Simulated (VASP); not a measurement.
Output of a VASP run:

### OSZICAR
```
...
DAV:   6    -0.140460697560E+02    0.37156E-04   -0.62565E-05  1808   0.556E-02    0.198E-02
DAV:   7    -0.140461556111E+02   -0.85855E-04   -0.65159E-05  1176   0.950E-02    0.789E-03
DAV:   8    -0.140461004332E+02    0.55178E-04   -0.23069E-05  1356   0.479E-02    0.125E-02
DAV:   9    -0.140461044120E+02   -0.39788E-05   -0.37608E-06  1032   0.147E-02    0.792E-03
DAV:  10    -0.140461043995E+02    0.12541E-07   -0.47948E-07   606   0.864E-03
   6 F= -.14046104E+02 E0= -.14045499E+02  d E =-.757862E-04
       N       E                     dE             d eps       ncg     rms          rms(c)
DAV:   1    -0.140476678232E+02   -0.15634E-02   -0.55231E-02  1260   0.282E+00    0.215E-01
DAV:   2    -0.140467659607E+02    0.90186E-03   -0.57915E-03  1722   0.737E-01    0.153E-01
DAV:   3    -0.140465763230E+02    0.18964E-03   -0.54880E-03  1354   0.841E-01    0.165E-02
DAV:   4    -0.140460083646E+02    0.56796E-03   -0.38158E-03  1176   0.670E-01    0.211E-02
DAV:   5    -0.140460658579E+02   -0.57493E-04   -0.37100E-04  1420   0.190E-01    0.194E-02
DAV:   6    -0.140460268305E+02    0.39027E-04   -0.68424E-05  1788   0.574E-02    0.212E-02
DAV:   7    -0.140461176280E+02   -0.90797E-04   -0.70866E-05  1176   0.987E-02    0.798E-03
DAV:   8    -0.140460610247E+02    0.56603E-04   -0.26418E-05  1506   0.480E-02    0.128E-02
DAV:   9    -0.140460652318E+02   -0.42071E-05   -0.24475E-06   888   0.146E-02    0.844E-03
DAV:  10    -0.140460645320E+02    0.69983E-06   -0.12582E-06   606   0.139E-02
   7 F= -.14046065E+02 E0= -.14045486E+02  d E =-.359187E-04
       N       E                     dE             d eps       ncg     rms          rms(c)
DAV:   1    -0.140464226009E+02   -0.35737E-03   -0.11822E-02  1260   0.130E+00    0.970E-02
DAV:   2    -0.140462608896E+02    0.16171E-03   -0.12518E-03  1722   0.337E-01    0.703E-02
DAV:   3    -0.140462833055E+02   -0.22416E-04   -0.11839E-03  1338   0.395E-01    0.682E-03
DAV:   4    -0.140461476493E+02    0.13566E-03   -0.86012E-04  1176   0.321E-01    0.965E-03
DAV:   5    -0.140460958510E+02    0.51798E-04   -0.80796E-05  1426   0.907E-02    0.924E-03
DAV:   6    -0.140461045837E+02   -0.87327E-05   -0.14220E-05  1332   0.276E-02    0.927E-03
DAV:   7    -0.140460989339E+02    0.56498E-05   -0.15662E-05  1176   0.461E-02    0.324E-03
DAV:   8    -0.140461003407E+02   -0.14068E-05   -0.58613E-06  1158   0.228E-02    0.458E-03
DAV:   9    -0.140460998582E+02    0.48243E-06   -0.47453E-07   588   0.832E-03
   8 F= -.14046100E+02 E0= -.14045509E+02  d E =-.712450E-04
       N       E                     dE             d eps       ncg     rms          rms(c)
DAV:   1    -0.140462340032E+02   -0.13366E-03   -0.41463E-03  1266   0.775E-01    0.601E-02
DAV:   2    -0.140461653432E+02    0.68660E-04   -0.43479E-04  1722   0.203E-01    0.424E-02
DAV:   3    -0.140461548738E+02    0.10469E-04   -0.41369E-04  1354   0.233E-01    0.498E-03
DAV:   4    -0.140461317303E+02    0.23143E-04   -0.29302E-04  1176   0.188E-01    0.578E-03
DAV:   5    -0.140461057006E+02    0.26030E-04   -0.26015E-05  1414   0.499E-02    0.553E-03
DAV:   6    -0.140461108133E+02   -0.51127E-05   -0.46491E-06  1128   0.159E-02    0.536E-03
DAV:   7    -0.140461049571E+02    0.58561E-05   -0.56075E-06  1176   0.279E-02    0.210E-03
DAV:   8    -0.140461071325E+02   -0.21754E-05   -0.18030E-06   840   0.134E-02    0.298E-03
DAV:   9    -0.140461068940E+02    0.23853E-06   -0.22625E-07   588   0.529E-03
   9 F= -.14046107E+02 E0= -.14045508E+02  d E =-.782807E-04
```

### OUTCAR
```
------------------------ aborting loop because EDIFF is reached ----------------------------------------
  FORCE on cell =-STRESS in cart. coord.  units (eV):
  Direction    XX          YY          ZZ          XY          YZ          ZX
  --------------------------------------------------------------------------------------
  Total        0.0103379      0.0103378     -0.0010566     -0.0000000     -0.0000000      0.0000000
  in kB        0.1907700      0.1907700     -0.0194982     -0.0000000     -0.0000000      0.0000000
  external PRESSURE =       0.1206806 kB  Pullay stress =       0.0000000 kB
  volume of cell :       86.82
      direct lattice vectors                 reciprocal lattice vectors
     3.919520823  0.000000005  0.000000000     0.255133228  0.147301286  0.000000000
    -1.959760903  3.394404350 -0.000000000    -0.000000000  0.294602498  0.000000000
    -0.000000000 -0.000000000  6.525806409    -0.000000000  0.000000000  0.153237767
 POSITION                                       TOTAL-FORCE (eV/Angst)
 -----------------------------------------------------------------------------------
     -0.00000      2.26294      1.63145         0.000000     -0.000000      0.000000
      1.95976      1.13147      4.89435        -0.000000      0.000000      0.000000
 -----------------------------------------------------------------------------------
    total drift:                                0.000328     -0.000189      0.000398
  FREE ENERGIE OF THE ION-ELECTRON SYSTEM (eV)
  ---------------------------------------------------
  free  energy   TOTEN  =       -14.0461068940 eV

  energy  without entropy=      -14.0443108294  energy(sigma->0) =      -14.04550821

 reached required accuracy - stopping structural energy minimisation
```
(Selected blocks of OUTCAR.)

**POSCAR**
```
Ca
1
    3.9532550000     0.0000000000     0.0000000000
   -1.9766280000     3.4236190000     0.0000000000
    0.0000000000     0.0000000000     6.4184810000
Ca
2
Direct
  0.3333330000   0.6666670000   0.2500000000
  0.6666670000   0.3333330000   0.7500000000
```

Problem. Write an INCAR and KPOINTS that could have produced this output.

Solution. One answer among several that fit: the input of the run itself, r2SCAN meta-GGA, plane waves, VASP's PBE PAW potentials (set 64).

### INCAR
```
SYSTEM = Ca
PREC = Accurate; ENCUT = 400; LREAL = .FALSE.
LASPH = .TRUE.
EDIFF = 1E-6; NELM = 100; ALGO = Normal
LMIXTAU = .TRUE.
ISMEAR = 1; SIGMA = 0.1
METAGGA = R2SCAN
IBRION = 2; NSW = 60; ISIF = 3
EDIFFG = -0.01
LWAVE = .FALSE.; LCHARG = .FALSE.
```

**KPOINTS**
```
Automatic
0
G
  10 10 5
0 0 0
```

POTCAR, in this order: Ca_sv (PBE.64 set). Program: vasp_std.

The structure was generated: Ca was put into the hcp type (P6_3/mmc), which need not be its known phase. This run relaxes it. Symmetry was kept, so distortions that lower it aren't found.
